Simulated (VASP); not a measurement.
Given:

```yaml
crystal:
  lattice:
    - [0.00000, 1.93391, 1.93391]
    - [1.93391, 0.00000, 1.93391]
    - [1.93391, 1.93391, 0.00000]
  atoms:
    - { symbol: Li, position: [0.00000, 0.00000, 0.00000] }
    - { symbol: H, position: [0.50000, 0.50000, 0.50000] }
```

Calculation: PBE GGA with D3 dispersion (Becke-Johnson damping), VASP's PBE PAW potentials (set 64) (plane waves; VASP). Numerical set-up: 520 eV cut-off, 12×12×12 Γ-centred mesh, Gaussian smearing of 0.050 eV, potentials Li_sv H.

**Question.** What does the run give for the energy per atom (σ→0), band gap (on the k-mesh) with the smallest direct gap where there is one?

**Answer.** 
```json
{
 "band gap (on the k-mesh)": "2.89 eV",
 "smallest direct gap (on the k-mesh)": "2.89 eV",
 "energy per atom (σ→0)": "-3.238 eV/atom"
}
```

Total energies compare only between runs with the same potentials, cut-off and functional.

The compound is LiH in the rock salt structure. It was relaxed first, which changed the volume by -15 %.
